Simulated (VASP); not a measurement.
A convergence study with VASP on HgTe (zinc blende): one setting is varied, all else stays as given below, so the limit is that of these other settings. Each run relaxes cell and ions; the cell shown is the tightest run's result.

```yaml
crystal:
  lattice:
    - [0.00000, 3.32623, 3.32623]
    - [3.32623, 0.00000, 3.32623]
    - [3.32623, 3.32623, 0.00000]
  atoms:
    - { symbol: Hg, position: [0.00000, 0.00000, 0.00000] }
    - { symbol: Te, position: [0.25000, 0.25000, 0.25000] }
```

Method: PBE GGA, VASP's PBE PAW potentials (set 64) (plane waves; VASP). The tightest run used: 550 eV cut-off, 11×11×11 Γ-centred mesh, Gaussian smearing of 0.050 eV, potentials Hg Te.

The reference is 11×11×11 mesh, which took about 3 core-minutes. The timings are rough (shared machines, no repeats); factors under 2 mean little.

**Question.** Of the settings 2×2×2 mesh; 3×3×3 mesh; 4×4×4 mesh; 5×5×5 mesh; 6×6×6 mesh; 7×7×7 mesh; 8×8×8 mesh; 9×9×9 mesh; 10×10×10 mesh; 11×11×11 mesh, which is the lowest that keeps the difference from the reference in relaxed volume (Å³/atom) within 0.02 from there on, and what does it cost?

**Answer.** 8×8×8 mesh; its cost over the reference is within a factor of 2.
```json
[
 {"setting": "2×2×2 mesh", "difference in relaxed volume (Å³/atom)": "5.607", "cost over the reference": "about 1/6"},
 {"setting": "3×3×3 mesh", "difference in relaxed volume (Å³/atom)": "1.305", "cost over the reference": "about 1/4"},
 {"setting": "4×4×4 mesh", "difference in relaxed volume (Å³/atom)": "0.401", "cost over the reference": "about 1/5"},
 {"setting": "5×5×5 mesh", "difference in relaxed volume (Å³/atom)": "0.146", "cost over the reference": "about 1/4"},
 {"setting": "6×6×6 mesh", "difference in relaxed volume (Å³/atom)": "0.060", "cost over the reference": "about 1/3"},
 {"setting": "7×7×7 mesh", "difference in relaxed volume (Å³/atom)": "0.025", "cost over the reference": "about 1/3"},
 {"setting": "8×8×8 mesh", "difference in relaxed volume (Å³/atom)": "0.012", "cost over the reference": "within a factor of 2"},
 {"setting": "9×9×9 mesh", "difference in relaxed volume (Å³/atom)": "0.005", "cost over the reference": "within a factor of 2"},
 {"setting": "10×10×10 mesh", "difference in relaxed volume (Å³/atom)": "0.001", "cost over the reference": "within a factor of 2"},
 {"setting": "11×11×11 mesh", "difference in relaxed volume (Å³/atom)": "0.000", "cost over the reference": "reference"}
]
```

Left out are rungs that failed or repeat a setting and relaxations that didn't move; long series are thinned to 24 rows.

The compound is HgTe in the zinc blende structure.
